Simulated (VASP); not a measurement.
Here is the system:

```
CELL_PARAMETERS angstrom
      0.00000     2.23380     2.23380
      2.23380     0.00000     2.23380
      2.23380     2.23380     0.00000
ATOMIC_POSITIONS crystal
  Al 0.00000 0.00000 0.00000
  N  0.25000 0.25000 0.25000
```

Calculation: PBE GGA, VASP's PBE PAW potentials (set 64) (plane waves; VASP). Run with 520 eV cut-off, 9×9×9 Γ-centred mesh, Gaussian smearing of 0.050 eV, potentials Al N.

Q: Give the stress tensor in GPa (positive for a compressed cell).

A: 
```
-7.98   0.00   0.00
 0.00  -7.98   0.00
 0.00   0.00  -7.98
```
The pressure is its mean diagonal, -7.98 GPa.

The compound is AlN in the zinc blende structure, a metastable form; wurtzite is the usual one. The cell was not relaxed at this level.
